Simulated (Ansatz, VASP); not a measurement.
# Zn (linear Zn chain): VASP beside Ansatz, part 2 of 2

Wanted: the spread between two codes on one cell, functional and k mesh. The structure shown is the end of the Ansatz relaxation below. Other levels of theory on this material are compared in a session of their own.

VASP 6.6.1 and Ansatz 0.2.0.

So far: The starting structure; Ansatz: relaxation, RPBE.

## (3) VASP: single point, RPBE

Level of this step: RPBE, zero-moment start; plane waves and PAW (Zn) (VASP).

The same cell, functional, mesh and smearing now go to VASP, with its own data sets.

Lines of VASP's logs that name or quote its potential files are left out, and so is its time.

File INCAR:

```
SYSTEM = Zn
PREC = Accurate
ENCUT = 500
EDIFF = 1E-06
NELM = 200
ISMEAR = -1
SIGMA = 0.05
LREAL = .FALSE.
ALGO = Normal
GGA = RP
NBANDS = 12
ISPIN = 2
MAGMOM = -0
LORBIT = 11
LWAVE = .FALSE.
LCHARG = .FALSE.
ISIF = 2
LASPH = .TRUE.
GGA_COMPAT = .FALSE.
KPAR = 2
```

File POSCAR:

```
Zn
1.0
    7.5000000000      0.0000000000      0.0000000000
    0.0000000000      7.5000000000      0.0000000000
    0.0000000000      0.0000000000      2.6304856020
Zn
1
Direct
    0.5000000000      0.5000000000      0.0000000000
```

File KPOINTS:

```
Automatic mesh
0
Gamma
1 1 36
0 0 0
```

Potentials, in the order of the species: Zn (PBE family, release 64).

On the command line:

```
mpirun -np 2 vasp_std
```

Numbers of over 12 decimals in the logs are rounded to 6 here.

The log of the run:

```text
[banner, memory and clock lines left out]
running    2 mpi-ranks, on    1 nodes
 distrk:  each k-point on    1 cores,    2 groups
 distr:  one band on    1 cores,    1 groups

 POSCAR found type information on POSCAR Zn
 POSCAR found :  1 types and       1 ions
|                                                                             |
|               ----> ADVICE to this user running VASP <----                  |
|                                                                             |
|     You enforced a specific xc type in the INCAR file but a different       |
|     [... a line on the potential file left out ...]
|     I HOPE YOU KNOW WHAT YOU ARE DOING!                                     |
|                                                                             |

 LDA part: xc-table for (Slater+PW92), standard interpolation
 POSCAR, INCAR and KPOINTS ok, starting setup
 FFT: planning ... GRIDC
 FFT: planning ... GRID_SOFT
 FFT: planning ... GRID
 WAVECAR not read
 entering main loop
       N       E                     dE             d eps       ncg     rms          rms(c)
DAV:   1     0.406919146856E+02    0.40692E+02   -0.45950E+03   912   0.735E+02
DAV:   2     0.153423770672E+01   -0.39158E+02   -0.37932E+02  1024   0.164E+02
DAV:   3    -0.416424083223E-01   -0.15759E+01   -0.15734E+01  1060   0.367E+01
DAV:   4    -0.522006003139E-01   -0.10558E-01   -0.10558E-01  1044   0.324E+00
DAV:   5    -0.523016275870E-01   -0.10103E-03   -0.10102E-03  1092   0.255E-01    0.131E+00
DAV:   6    -0.436946933196E-01    0.86069E-02   -0.26294E-02  1040   0.226E+00    0.831E-01
DAV:   7    -0.376634081831E-01    0.60313E-02   -0.16706E-02   952   0.923E-01    0.144E-01
DAV:   8    -0.379671001429E-01   -0.30369E-03   -0.19044E-03  1016   0.317E-01    0.734E-02
DAV:   9    -0.380894066056E-01   -0.12231E-03   -0.66232E-04   960   0.127E-01    0.388E-02
DAV:  10    -0.380737327916E-01    0.15674E-04   -0.22208E-05  1032   0.272E-02    0.185E-02
DAV:  11    -0.381561661329E-01   -0.82433E-04   -0.25972E-05   920   0.271E-02    0.679E-03
DAV:  12    -0.381956579972E-01   -0.39492E-04   -0.11085E-05   928   0.168E-02    0.647E-03
DAV:  13    -0.382019463609E-01   -0.62884E-05   -0.61979E-07   928   0.494E-03    0.552E-03
DAV:  14    -0.382130359089E-01   -0.11090E-04   -0.34756E-06   912   0.980E-03    0.673E-04
DAV:  15    -0.382126743409E-01    0.36157E-06   -0.11688E-06   952   0.869E-03
   1 F= -.38212674E-01 E0= -.36376726E-01  d E =-.367190E-02  mag=     0.0000
```

Parts of OUTCAR (step 3):

```text
ion  position               nearest neighbor table
   1  0.500  0.500  0.000-

  LATTYP: Found a simple tetragonal cell.
 ALAT       =     7.5000000000
 C/A-ratio  =     0.3507314136

 Subroutine GETGRP returns: Found 16 space group operations
 (whereof 16 operations were pure point group operations)

The static configuration has the point symmetry D_4h.

 Found     19 irreducible k-points:

   k-points           NKPTS =     19   k-points in BZ     NKDIM =     19   number of bands    NBANDS=     12

   dimension x,y,z NGX =    56 NGY =   56 NGZ =   20
   dimension x,y,z NGXF=   112 NGYF=  112 NGZF=   40

   ENCUT  =  500.0 eV  36.75 Ry    6.06 a.u.  13.67 13.67  4.80*2*pi/ulx,y,z

   NELECT =      12.0000    total number of electrons

 k-points in reciprocal lattice and weights: Automatic mesh
   0.00000000  0.00000000  0.00000000       0.028
   0.00000000  0.00000000  0.02777778       0.056
   0.00000000  0.00000000  0.05555556       0.056
   0.00000000  0.00000000  0.08333333       0.056
   0.00000000  0.00000000  0.11111111       0.056
   0.00000000  0.00000000  0.13888889       0.056
   0.00000000  0.00000000  0.16666667       0.056
   0.00000000  0.00000000  0.19444444       0.056
   0.00000000  0.00000000  0.22222222       0.056
[...]
0.00000000  0.00000000  0.47222222       0.056
   0.00000000  0.00000000  0.50000000       0.028

 average (electrostatic) potential at core
       1 -42.0983

 E-fermi :  -1.6574

 spin component 1
 k-point     1 :       0.0000    0.0000    0.0000
  band No.  band energies     occupation
    ...
      2      -9.4725      1.00000
      3      -9.4722      1.00000
      4      -9.0901      1.00000
      5      -9.0901      1.00000
      6      -6.9901      1.00000
      7      -1.4826      0.02942
      8      -1.4826      0.02942
      9      -0.1348      0.00000
     10       1.2516      0.00000
     11       3.1513      0.00000
    ...

 k-point     2 :       0.0000    0.0000    0.0278
  band No.  band energies     occupation
    ...
      2      -9.4719      1.00000
      3      -9.4716      1.00000
      4      -9.0943      1.00000
      5      -9.0943      1.00000
      6      -6.9765      1.00000
      7      -1.4636      0.02031
      8      -1.4636      0.02031
      9      -0.1184      0.00000
     10       1.2682      0.00000
     11       3.1684      0.00000
    ...

 k-point     3 :       0.0000    0.0000    0.0556
  band No.  band energies     occupation
    ...
      2      -9.4700      1.00000
      3      -9.4697      1.00000
      4      -9.1068      1.00000
      5      -9.1068      1.00000
      6      -6.9354      1.00000
      7      -1.4067      0.00660
      8      -1.4067      0.00660
      9      -0.0691      0.00000
     10       1.3180      0.00000
     11       3.2197      0.00000
    ...

 k-point     4 :       0.0000    0.0000    0.0833
  band No.  band energies     occupation
    ...
      2      -9.4669      1.00000
      3      -9.4667      1.00000
      4      -9.1270      1.00000
      5      -9.1270      1.00000
      6      -6.8661      1.00000
      7      -1.3124      0.00101
      8      -1.3124      0.00101
      9       0.0130      0.00000
     10       1.4009      0.00000
     11       3.3051      0.00000
    ...

 k-point     5 :       0.0000    0.0000    0.1111
  band No.  band energies     occupation
    ...
      2      -9.4627      1.00000
      3      -9.4625      1.00000
      4      -9.1541      1.00000
      5      -9.1541      1.00000
      6      -6.7674      1.00000
      7      -1.1812      0.00007
      8      -1.1812      0.00007
      9       0.1279      0.00000
     10       1.5171      0.00000
     11       3.4245      0.00000
    ...

 k-point     6 :       0.0000    0.0000    0.1389
  band No.  band energies     occupation
    ...
      2      -9.4576      1.00000
      3      -9.4574      1.00000
      4      -9.1871      1.00000
      5      -9.1871      1.00000
      6      -6.6378      1.00000
      7      -1.0138      0.00000
      8      -1.0138      0.00000
      9       0.2758      0.00000
     10       1.6666      0.00000
     11       3.5778      0.00000
    ...

  Total       -0.1001159     -0.1001159      0.0501922      0.0000000      0.0000000      0.0000000
  in kB       -1.0840647     -1.0840647      0.5434857      0.0000000      0.0000000      0.0000000
  external PRESSURE =      -0.5415479 kB  Pullay stress =       0.0000000 kB

  energy-cutoff  :      500.00
  volume of cell :      147.96
      direct lattice vectors                 reciprocal lattice vectors
     7.500000000  0.000000000  0.000000000     0.133333333  0.000000000  0.000000000
     0.000000000  7.500000000  0.000000000     0.000000000  0.133333333  0.000000000
     0.000000000  0.000000000  2.630485602     0.000000000  0.000000000  0.380157945

 POSITION                                       TOTAL-FORCE (eV/Angst)
 -----------------------------------------------------------------------------------
      3.75000      3.75000      0.00000         0.000000      0.000000      0.000000
 -----------------------------------------------------------------------------------
    total drift:                                0.000000      0.000000      0.000000

  FREE ENERGIE OF THE ION-ELECTRON SYSTEM (eV)
  ---------------------------------------------------
  free  energy   TOTEN  =        -0.0382126743 eV

  energy  without entropy=       -0.0345407785  energy(sigma->0) =       -0.03637673

 total charge
# of ion       s       p       d       tot
------------------------------------------
    1        0.749   0.176   9.718  10.643

 magnetization (x)
# of ion       s       p       d       tot
------------------------------------------
    1       -0.000   0.000  -0.000   0.000

[... 6 further parts left out ...]
```

## (4) Differences

Known differences besides the potentials themselves: the cutoff is 420 eV in Ansatz and 500 eV in VASP; Ansatz makes its cores anew for this functional, VASP keeps those of its PBE data sets; Ansatz's pressure holds a Pulay correction, VASP's none. Total energies have different zeros and are not compared.

The two programs side by side:

| quantity | Ansatz | VASP | difference |
| --- | --- | --- | --- |
| pressure (GPa) | -0.06 | -0.05 | -0.01 |

## (5) Outcome

```yaml
difference_in_pressure_single_point_rpbe: -0.0072 GPa
```

**Reading.** The difference in pressure is -0.0072 GPa (single point, RPBE), within the 1 GPa picked in this series as the mark of a large difference. 7 further runs of this series are not shown here. Such differences can come from data sets, numerical settings and the points named under the comparisons, not from the functional's error against experiment.

[Lines on the potential files, build, host, timing and source positions are cut from VASP's logs without a mark.]

[Logs are printed without paths, hosts, clocks, repeated set-up lines and the standing remarks that a program may print on its own settings, such as how far it seeks lower states.]

[Hosts, paths, dates, database ids (printed as entryN), source tags and the programs' standing remarks are cut or masked in the printed files.]
